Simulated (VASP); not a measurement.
Output of a VASP run:

**OSZICAR**
```
...
       N       E                     dE             d eps       ncg     rms          rms(c)
DAV:   1    -0.447777745745E+02    0.11820E+00   -0.18933E+01   836   0.417E+01    0.445E+00
DAV:   2    -0.443445566873E+02    0.43322E+00   -0.11304E+00   872   0.986E+00    0.233E+00
DAV:   3    -0.442169149817E+02    0.12764E+00   -0.71564E-01  1210   0.642E+00    0.530E-01
DAV:   4    -0.442183554015E+02   -0.14404E-02   -0.38209E-02   946   0.169E+00    0.248E-01
DAV:   5    -0.442226821532E+02   -0.43268E-02   -0.67941E-03  1172   0.539E-01    0.563E-02
DAV:   6    -0.442228363364E+02   -0.15418E-03   -0.30795E-04  1140   0.127E-01    0.476E-02
DAV:   7    -0.442229824667E+02   -0.14613E-03   -0.19566E-04  1160   0.815E-02    0.125E-02
DAV:   8    -0.442229871184E+02   -0.46517E-05   -0.52275E-06   886   0.191E-02    0.141E-03
DAV:   9    -0.442229867546E+02    0.36379E-06   -0.33896E-07   538   0.486E-03
   2 F= -.36538689E+02 E0= -.36538600E+02  d E =-.337684E-01
       N       E                     dE             d eps       ncg     rms          rms(c)
DAV:   1    -0.447074865430E+02   -0.48450E+00   -0.38305E+00   934   0.193E+01    0.190E+00
DAV:   2    -0.446280858002E+02    0.79401E-01   -0.23496E-01   960   0.431E+00    0.107E+00
DAV:   3    -0.446015923086E+02    0.26493E-01   -0.17090E-01  1208   0.301E+00    0.344E-01
DAV:   4    -0.446009853887E+02    0.60692E-03   -0.85440E-03   952   0.894E-01    0.135E-01
DAV:   5    -0.446018813249E+02   -0.89594E-03   -0.14192E-03  1008   0.267E-01    0.148E-02
DAV:   6    -0.446018820575E+02   -0.73261E-06   -0.11947E-04  1118   0.752E-02    0.250E-02
DAV:   7    -0.446018974804E+02   -0.15423E-04   -0.26908E-05  1172   0.326E-02    0.713E-03
DAV:   8    -0.446018957452E+02    0.17352E-05   -0.10804E-06   706   0.966E-03    0.720E-04
DAV:   9    -0.446018957943E+02   -0.49158E-07   -0.12540E-07   470   0.363E-03
   3 F= -.36608108E+02 E0= -.36608006E+02  d E =-.103187E+00
       N       E                     dE             d eps       ncg     rms          rms(c)
DAV:   1    -0.445686113679E+02    0.33284E-01   -0.13756E+00   738   0.760E+00    0.512E-01
DAV:   2    -0.445582930726E+02    0.10318E-01   -0.47702E-02  1024   0.152E+00    0.233E-01
DAV:   3    -0.445565344791E+02    0.17586E-02   -0.97086E-03   772   0.607E-01    0.547E-02
DAV:   4    -0.445565486290E+02   -0.14150E-04   -0.10011E-03  1020   0.215E-01    0.313E-02
DAV:   5    -0.445565540087E+02   -0.53798E-05   -0.11768E-04  1050   0.660E-02    0.149E-02
DAV:   6    -0.445565605221E+02   -0.65134E-05   -0.24747E-05  1030   0.408E-02    0.473E-03
DAV:   7    -0.445565596846E+02    0.83754E-06   -0.40708E-06   970   0.165E-02
   4 F= -.36594410E+02 E0= -.36593677E+02  d E =0.136979E-01
       N       E                     dE             d eps       ncg     rms          rms(c)
DAV:   1    -0.446018603740E+02   -0.45300E-01   -0.72436E-01   734   0.559E+00    0.364E-01
DAV:   2    -0.445968898122E+02    0.49706E-02   -0.23533E-02  1016   0.111E+00    0.177E-01
DAV:   3    -0.445957228921E+02    0.11669E-02   -0.81367E-03   770   0.523E-01    0.349E-02
DAV:   4    -0.445957154423E+02    0.74498E-05   -0.75770E-04   922   0.181E-01    0.241E-02
DAV:   5    -0.445957135704E+02    0.18719E-05   -0.80928E-05  1102   0.565E-02    0.972E-03
DAV:   6    -0.445957117356E+02    0.18348E-05   -0.97498E-06   982   0.263E-02    0.375E-03
DAV:   7    -0.445957110829E+02    0.65270E-06   -0.47379E-07   474   0.602E-03
   5 F= -.36610328E+02 E0= -.36610221E+02  d E =-.222005E-02
```

### OUTCAR
```
------------------------ aborting loop because EDIFF is reached ----------------------------------------
  FORCE on cell =-STRESS in cart. coord.  units (eV):
  Direction    XX          YY          ZZ          XY          YZ          ZX
  --------------------------------------------------------------------------------------
  Total        7.9728821      7.9728821      7.9728821      0.0000000     -0.0000000     -0.0000000
  in kB      199.6869006    199.6869006    199.6869006      0.0000000     -0.0000000     -0.0000000
  external PRESSURE =      -0.3130994 kB  Pullay stress =     200.0000000 kB
  volume of cell :       63.97
      direct lattice vectors                 reciprocal lattice vectors
     3.999374902 -0.000000000  0.000000000     0.250039075 -0.000000000  0.000000000
     0.000000000  3.999374902  0.000000000     0.000000000  0.250039075  0.000000000
    -0.000000000 -0.000000000  3.999374902    -0.000000000 -0.000000000  0.250039075
 POSITION                                       TOTAL-FORCE (eV/Angst)
 -----------------------------------------------------------------------------------
      0.00000      0.00000      0.00000         0.000000     -0.000000      0.000000
      3.19998      1.99969      1.99969         0.002238     -0.000000      0.000000
      1.99969      0.79940      1.99969        -0.000000     -0.002238     -0.000000
      1.99969      3.19998      1.99969         0.000000      0.002238      0.000000
      0.79940      1.99969      1.99969        -0.002238      0.000000     -0.000000
      1.99969      1.99969      3.19998        -0.000000     -0.000000      0.002238
      1.99969      1.99969      0.79940         0.000000      0.000000     -0.002238
 -----------------------------------------------------------------------------------
    total drift:                                0.000000     -0.000000      0.000000
  FREE ENERGIE OF THE ION-ELECTRON SYSTEM (eV)
  ---------------------------------------------------
  free  energy   TOTEN  =       -44.5957110829 eV

  energy  without entropy=      -44.5954975781  energy(sigma->0) =      -44.59560433
  enthalpy is  TOTEN    =       -36.6103278414 eV   P V=        7.9853832415

 reached required accuracy - stopping structural energy minimisation
```
(Selected blocks of OUTCAR.)

File POSCAR:
```
CaB6
1
    4.0659836804     0.0000000000     0.0000000000
    0.0000000000     4.0659836804     0.0000000000
    0.0000000000     0.0000000000     4.0659836804
Ca B
1 6
Direct
  0.0000000000   0.0000000000   0.0000000000
  0.7994009135   0.5000000000   0.5000000000
  0.5000000000   0.2005990865   0.5000000000
  0.5000000000   0.7994009135   0.5000000000
  0.2005990865   0.5000000000   0.5000000000
  0.5000000000   0.5000000000   0.7994009135
  0.5000000000   0.5000000000   0.2005990865
```

Task: Reconstruct the remaining input files.

Result: One answer among several that fit: the input of the run itself, PBE GGA, plane waves, VASP's PBE PAW potentials (set 64).

### INCAR
```
EDIFF = 1E-6   # SCF stop (eV)
SIGMA = 0.05
LCHARG = F
ISMEAR = 0   # Gaussian
GGA = PE   # PBE
EDIFFG = -0.02   # ionic stop
LASPH = T
LREAL = F
PREC = Accurate
NSW = 40
LWAVE = F
ALGO = Normal   # blocked Davidson
ISIF = 3
NELM = 100   # most electronic steps
PSTRESS = 200
SYSTEM = CaB6
IBRION = 2
ENCUT = 620   # plane-wave cut-off (eV)
```

### KPOINTS
```
Automatic mesh
0
Gamma
6 6 6
0 0 0
```

POTCAR, in this order: Ca_sv B (PBE.64 set). Program: vasp_std.

Energy and stress use the plane-wave basis of the starting cell.

The compound is CaB6 in the cab6 structure. This run relaxes it under an external pressure of 20 GPa. Symmetry was kept, so distortions that lower it aren't found.
